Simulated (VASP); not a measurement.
# Hf2ZrGe3 (P-6m2) in VASP: relaxation of cell and atoms with PBE

Aim: the relaxation of cell and atoms of Hf2ZrGe3 with PBE.

All numbers are computed with VASP 6.6.1; they aren't measurements. Logs are shortened: lines on timing, memory, paths and dates and some standing lists are left out, and cuts for length are marked.

### Step 1. Starting point

The structure is hexagonal, space group P-6m2 (No. 187). Conventional cell: a = 4.078 Å, b = 4.078 Å, c = 8.566 Å, α = 90.00°, β = 90.00°, γ = 120.00°. Zr (site symmetry -6m2) is surrounded by 3 Ge at 2.35 Å. Hf (site symmetry 3m) is surrounded by 3 Zr at 3.17 Å and 9 Ge at 3.17 to 3.20 Å. Ge (site symmetry -6m2) has 3 Ge at 2.35 Å as nearest neighbours. Around Ge (site symmetry -6m2) lie 3 Zr at 2.35 Å. Ge (site symmetry -6m2) has 3 Ge at 2.35 Å as nearest neighbours.

The cell was built by a generator and needn't be a form met in nature.

### Step 2. Relaxation of cell and atoms, PBE

Contents of INCAR:

```
  PREC = Normal
  ENCUT = 520
  EDIFF = 1E-4
  ISMEAR = 0
  SIGMA = 0.15
  LREAL = False
  LASPH = True
  NELM = 60
  ALGO = Fast
  ISIF = 3
  LWAVE = False
  LCHARG = False
  GGA = PE
  IBRION = 2
  NSW = 24
  EDIFFG = -0.08
```

Contents of KPOINTS:

```
Automatic mesh
0
Gamma
  5 5 2
```

Contents of POSCAR:

```
Hf2ZrGe3
1.0
    4.0784204400      0.0000000000      0.0000000000
   -2.0392102200      3.5320157100      0.0000000000
    0.0000000000      0.0000000000      8.5663649700
Zr Hf Ge
1 2 3
Direct
    0.0000000000      0.0000000000      0.0000000000
    0.6666666700      0.3333333300      0.2478670000
    0.6666666700      0.3333333300      0.7521330000
    0.0000000000      0.0000000000      0.5000000000
    0.3333333300      0.6666666700      0.0000000000
    0.3333333300      0.6666666700      0.5000000000
```

Potentials or basis: VASP PAW PBE potentials, release 64 (Zr_sv, Hf_pv, Ge_d).

Command:

```console
$ cat potpaw_PBE.64/Zr_sv/POTCAR potpaw_PBE.64/Hf_pv/POTCAR potpaw_PBE.64/Ge_d/POTCAR > POTCAR
$ mpirun -np 1 vasp_std > vasp.out
```

OUTCAR:

```text
PREC = Normal
   ENCUT = 520
   EDIFF = 1E-4
   ISMEAR = 0
   LREAL = False
   LASPH = True
   NELM = 60
   ISIF = 3
   GGA = PE
   IBRION = 2
   NSW = 24
   EDIFFG = -0.08

 ion  position               nearest neighbor table
   1  0.000  0.000  0.000-   5 2.35   5 2.35   5 2.35   2 3.17   3 3.17   3 3.17   2 3.17   3 3.17
                             2 3.17
   2  0.667  0.333  0.248-   1 3.17   5 3.17   5 3.17   1 3.17   1 3.17   5 3.17   4 3.20   6 3.20
                             6 3.20   4 3.20   4 3.20   6 3.20
   3  0.667  0.333  0.752-   1 3.17   5 3.17   5 3.17   1 3.17   1 3.17   5 3.17   4 3.20   6 3.20
                             6 3.20   4 3.20   4 3.20   6 3.20
   4  0.000  0.000  0.500-   6 2.35   6 2.35   6 2.35   2 3.20   3 3.20   3 3.20   2 3.20   3 3.20
                             2 3.20
   5  0.333  0.667  0.000-   1 2.35   1 2.35   1 2.35   2 3.17   3 3.17   2 3.17   3 3.17   3 3.17
                             2 3.17
   6  0.333  0.667  0.500-   4 2.35   4 2.35   4 2.35   2 3.20   3 3.20   2 3.20   3 3.20   2 3.20
                             3 3.20

  LATTYP: Found a hexagonal cell.
 ALAT       =     4.0784204400
 C/A-ratio  =     2.1004124258

  Lattice vectors:

 A1 = (   4.0784204400,   0.0000000000,   0.0000000000)
 A2 = (  -2.0392102200,   3.5320157100,   0.0000000000)
 A3 = (   0.0000000000,   0.0000000000,   8.5663649700)

Analysis of symmetry for initial positions (statically):
=====================================================================
 Subroutine PRICEL returns:
 Original cell was already a primitive cell.

 Routine SETGRP: Setting up the symmetry group for a
 hexagonal supercell.

 Subroutine GETGRP returns: Found 12 space group operations
 (whereof 12 operations were pure point group operations)
 out of a pool of 24 trial point group operations.

The static configuration has the point symmetry D_3h.

Analysis of symmetry for dynamics (positions and initial velocities):
=====================================================================
 Subroutine PRICEL returns:
 Original cell was already a primitive cell.

 Routine SETGRP: Setting up the symmetry group for a
 hexagonal supercell.

 Subroutine GETGRP returns: Found 12 space group operations
 (whereof 12 operations were pure point group operations)
 out of a pool of 24 trial point group operations.

The dynamic configuration has the point symmetry D_3h.

 Subroutine INISYM returns: Found 12 space group operations
 (whereof 12 operations are pure point group operations),
 and found     1 'primitive' translations

----------------------------------------------------------------------------------------

                                     Primitive cell

  volume of cell :     123.3989

  direct lattice vectors                    reciprocal lattice vectors
     4.078420440  0.000000000  0.000000000     0.245192965  0.141562224  0.000000000
    -2.039210220  3.532015710  0.000000000     0.000000000  0.283124449  0.000000000
     0.000000000  0.000000000  8.566364970     0.000000000  0.000000000  0.116735629

  length of vectors
     4.078420440  4.078420441  8.566364970     0.283124449  0.283124449  0.116735629

  position of ions in fractional coordinates (direct lattice)
     0.000000000  0.000000000  0.000000000
     0.666666670  0.333333330  0.247867000
     0.666666670  0.333333330  0.752133000
     0.000000000  0.000000000  0.500000000
     0.333333330  0.666666670  0.000000000
     0.333333330  0.666666670  0.500000000

  ion indices of the primitive-cell ions
   primitive index   ion index
                 1           1
                 2           2
                 3           3
                 4           4
                 5           5
                 6           6

----------------------------------------------------------------------------------------

 KPOINTS: Automatic mesh

Automatic generation of k-mesh.
 Grid dimensions read from file:
 generate k-points for:    5    5    2

 Generating k-lattice:

  Cartesian coordinates                     Fractional coordinates (reciprocal lattice)
     0.049038593  0.028312445  0.000000000     0.200000000  0.000000000  0.000000000
     0.000000000  0.056624890  0.000000000     0.000000000  0.200000000  0.000000000
     0.000000000  0.000000000  0.058367814     0.000000000  0.000000000  0.500000000

  Length of vectors
     0.056624890  0.056624890  0.058367814

  Shift w.r.t. Gamma in fractional coordinates (k-lattice)
     0.000000000  0.000000000  0.000000000

 Subroutine IBZKPT returns following result:
 ===========================================

 Found     10 irreducible k-points:

 Following reciprocal coordinates:
            Coordinates               Weight
  0.000000  0.000000  0.000000      1.000000
  0.200000  0.000000  0.000000      6.000000
  0.400000 -0.000000  0.000000      6.000000
  0.200000  0.200000  0.000000      6.000000
  0.400000  0.200000  0.000000      6.000000
  0.000000  0.000000  0.500000      1.000000
  0.200000  0.000000  0.500000      6.000000
  0.400000 -0.000000  0.500000      6.000000
  0.200000  0.200000  0.500000      6.000000
  0.400000  0.200000  0.500000      6.000000
   k-points           NKPTS =     10   k-points in BZ     NKDIM =     10   number of bands    NBANDS=     44
   number of dos      NEDOS =    301   number of ions     NIONS =      6
   total plane-waves  NPLWV =  27648
   dimension x,y,z NGX =    24 NGY =   24 NGZ =   48
   dimension x,y,z NGXF=    48 NGYF=   48 NGZF=   96
   ions per type =               1   2   3
   NGX,Y,Z   is equivalent  to a cutoff of   9.78,  9.78,  9.32 a.u.
   NGXF,Y,Z  is equivalent  to a cutoff of  19.57, 19.57, 18.63 a.u.
 SYSTEM =  unknown system
   PREC   = normal    normal or accurate (medium, high low for compatibility)
   ISTART =      0    job   : 0-new  1-cont  2-samecut
   ICHARG =      2    charge: 1-file 2-atom 10-const
   ISPIN  =      1    spin polarized calculation?
   LNONCOLLINEAR =      F non collinear calculations
   LSORBIT =      F    spin-orbit coupling
   LASPH  =      T    aspherical Exc in radial PAW
   ENCUT  =  520.0 eV  38.22 Ry    6.18 a.u.   7.58  7.58 15.93*2*pi/ulx,y,z
   NELM   =     60;   NELMIN=  2; NELMDL= -5     # of ELM steps
   EDIFF  = 0.1E-03   stopping-criterion for ELM
   LREAL  =      F    real-space projection
   EDIFFG = -.8E-01   stopping-criterion for IOM
   NSW    =     24    number of steps for IOM
   IBRION =      2    ionic relax: 0-MD 1-quasi-New 2-CG
   NFREE  =      1    steps in history (QN), initial steepest desc. (CG)
   ISIF   =      3    stress and relaxation
   ISYM   =      2    0-nonsym 1-usesym 2-fastsym
   POTIM  = 0.5000    time-step for ionic-motion
   TEBEG  =    0.0;   TEEND  =   0.0 temperature during run
   PSTRESS=    0.0 pullay stress
   NELECT =      74.0000    total number of electrons
   NUPDOWN=      -1.0000    fix difference up-down
   EMIN   =  10.00;   EMAX   =-10.00  energy-range for DOS
   EFERMI =   0.00;   METHOD = LEGACY
   ISMEAR =     0;   SIGMA  =   0.15  broadening in eV -4-tet -1-fermi 0-gaus
   EFERMI_NEDOS =   21; number of points for ismear=-14 and -15
   IALGO  =     68    algorithm
   IMIX   =      4    mixing-type and parameters
     AMIX     =   0.40;   BMIX     =  1.00
     AMIX_MAG =   1.60;   BMIX_MAG =  1.00
  volume/ion in A,a.u.               =      20.57       138.79
  Fermi-wavevector in a.u.,A,eV,Ry     =   1.380538  2.608838 25.931139  1.905885
  Thomas-Fermi vector in A             =   2.505406
   LORBIT       =      0    0 simple, 1 ext, 2 COOP (PROOUT), +10 PAW based schemes
   GGA     = PE    functional components
   LHFCALC =     F    Hartree Fock is set to
   AEXX    =    0.0000 exact exchange contribution
   IVDW    =     0    specifies the selected vdW correction
   LEPSILON=     F    determine dielectric tensor
   LRPA    =     F    only Hartree local field effects (RPA)
 conjugate gradient relaxation of ions
 non-spin polarized calculation
 RMM-DIIS sequential band-by-band and
 Gauss-broadening in eV      SIGMA  =   0.15
  energy-cutoff  :      520.00
  volume of cell :      123.40
 maximum number of plane-waves:      3352
   NGX = 15   NGY = 15   NGZ = 31

--------------------------------------- Ionic step        1  -------------------------------------------

 number of electron      74.0000118 magnetization

 Free energy of the ion-electron system (eV)
  ---------------------------------------------------
  ext. energy  EPLUGINS =         0.00000000
  ---------------------------------------------------
  free energy    TOTEN  =       -39.11876841 eV

  energy without entropy =      -39.06810223  energy(sigma->0) =      -39.09343532

------------------------ aborting loop because EDIFF is reached ----------------------------------------

  FORCE on cell =-STRESS in cart. coord.  units (eV):
  Direction    XX          YY          ZZ          XY          YZ          ZX
  --------------------------------------------------------------------------------------
  -------------------------------------------------------------------------------------
  Total       13.3929690     13.3929690     -6.6470226      0.0000000      0.0000000      0.0000000
  in kB      173.8906579    173.8906580    -86.3031298      0.0000000      0.0000000      0.0000000
  external PRESSURE =      87.1593954 kB  Pullay stress =       0.0000000 kB
[... 101 lines left out ...]
  FREE ENERGIE OF THE ION-ELECTRON SYSTEM (eV)
  ---------------------------------------------------
  free  energy   TOTEN  =       -40.2774989694 eV

  energy  without entropy=      -40.2319394595  energy(sigma->0) =      -40.25471921

 E-fermi :  10.0326     XC(G=0): -12.9024

 val. band max:        9.9044035697   @ k =   0.4000   0.2000   0.0000
 cond. band min:      10.0834579187   @ k =   0.2000   0.2000   0.5000
 fundamental gap:      0.1790543490
 Fermi energy:        10.0325597649

 k-point     1 :       0.0000    0.0000    0.0000
  band No.  band energies     occupation
      1     -37.6228      2.00000
      2     -23.7153      2.00000
      3     -20.6975      2.00000
      4     -20.6975      2.00000
      5     -19.6399      2.00000
      6     -19.6399      2.00000
[... 459 lines left out ...]
     43      73.9301      0.00000
     44      77.7629      0.00000

[... ionic steps 4 to 13 ...]

--------------------------------------- Ionic step       14  -------------------------------------------

 number of electron      73.9999772 magnetization

------------------------ aborting loop because EDIFF is reached ----------------------------------------
[... 75 lines left out ...]
--------------------------------------- Ionic step       16  -------------------------------------------

 number of electron      73.9999776 magnetization

 Free energy of the ion-electron system (eV)
  ---------------------------------------------------
  ext. energy  EPLUGINS =         0.00000000
  ---------------------------------------------------
  free energy    TOTEN  =       -42.95550186 eV

  energy without entropy =      -42.89961651  energy(sigma->0) =      -42.92755919

 E-fermi :   7.1225     XC(G=0): -11.5998

 val. band max:        7.1141832432   @ k =   0.4000  -0.0000   0.5000
 cond. band min:       7.1964441772   @ k =   0.2000   0.2000   0.0000
 fundamental gap:      0.0822609340
 Fermi energy:         7.1224609804

 k-point     1 :       0.0000    0.0000    0.0000
  band No.  band energies     occupation
      1     -41.2367      2.00000
      2     -24.0066      2.00000
      3     -23.6997      2.00000
      4     -23.6997      2.00000
      5     -23.6034      2.00000
      6     -23.6034      2.00000
[... 492 lines left out ...]
  FREE ENERGIE OF THE ION-ELECTRON SYSTEM (eV)
  ---------------------------------------------------
  free  energy   TOTEN  =       -42.9555018640 eV

  energy  without entropy=      -42.8996165113  energy(sigma->0) =      -42.92755919

 reached required accuracy - stopping structural energy minimisation
```

Run time: 18 min. Hardware: 1 thread of Intel Xeon Platinum 8488C (Sapphire Rapids), shared host; peak memory 0.22 GiB.

Results:

| Property | Result |
| --- | --- |
| Free energy | -42.9555 eV |
| Relaxed volume | 19.30 Å³/atom |
| Relaxed cell | a = 4.738 Å, b = 4.738 Å, c = 5.955 Å, α = 90.00°, β = 90.00°, γ = 120.00° |
| Space group after relaxing (to 0.05 Å) | P-6m2 (No. 187) |
| Energy gained by relaxing | 639.5 meV/atom |
| Ionic steps | 16 |
| Pressure after relaxing | -0.5 GPa |
| Largest force after relaxing | 0.030 eV/Å |
| Band gap on the k mesh | none (metal or under the smearing width) |

Forces in eV/Å, atoms in the order of the input:
```
Zr   0.000  0.000  0.000
Hf   0.000  0.000  0.030
Hf   0.000  0.000 -0.030
Ge   0.000  0.000  0.000
Ge   0.000  0.000  0.000
Ge   0.000  0.000  0.000
```

Step by step:
| step | energy change (eV) | largest force (eV/Å) | pressure (GPa) | volume (Å³) |
| --- | --- | --- | --- | --- |
| 1 | 0.0000 | 0.5585 | 8.72 | 123.40 |
| 2 | -1.1232 | 0.6648 | -8.66 | 143.31 |
| 3 | -1.1587 | 0.6715 | -6.67 | 139.20 |
| 4 | -2.2707 | 1.0004 | -4.11 | 128.17 |
| 5 | 3.4742 | 8.2160 | 58.08 | 89.17 |
| 6 | -2.2523 | 1.0888 | -2.24 | 124.32 |
| 7 | -3.6307 | 0.0165 | 5.94 | 107.64 |
| 8 | -3.6842 | 0.3090 | 5.74 | 110.12 |
| 9 | -3.6831 | 0.2060 | 6.14 | 109.40 |
| 10 | -2.9675 | 2.0136 | 0.41 | 114.81 |
| 11 | -3.7523 | 0.0035 | 5.69 | 110.79 |
| 12 | -3.7426 | 0.2314 | 3.78 | 111.23 |
| 13 | -3.7486 | 0.1573 | 3.73 | 111.02 |
| 14 | -3.7576 | 0.0902 | 4.39 | 110.89 |
| 15 | -3.7901 | 0.0848 | -3.71 | 119.42 |
| 16 | -3.8367 | 0.0304 | -0.49 | 115.78 |

Final structure:
```xyz
6
Lattice="4.7381 0.0000 0.0000 -2.3690 4.1033 0.0000 0.0000 0.0000 5.9553" Properties=species:S:1:pos:R:3 pbc="T T T"
Zr    0.0000    0.0000    0.0000
Hf    2.3690    1.3678    1.5251
Hf    2.3690    1.3678    4.4303
Ge    0.0000    0.0000    2.9777
Ge    0.0000    2.7355    0.0000
Ge    0.0000    2.7355    2.9777
```

Levels at points of the mesh, in eV from the Fermi level:
```
           k point  band 35  band 36  band 37  band 38  band 39  band 40
(0.00, 0.00, 0.00)    -0.90    -0.90    -0.87    -0.87     0.87     2.26
(0.00, 0.00, 0.50)    -1.02    -1.01    -0.15     0.11     0.12     1.18
```

Caveat: the k mesh is coarse (spacing up to 0.37 Å⁻¹), so the values aren't converged; the relaxation stopped at a loose force limit of 0.08 eV/Å, so its end isn't a converged minimum. The run has no spin-orbit coupling, so splittings on Hf are missing.
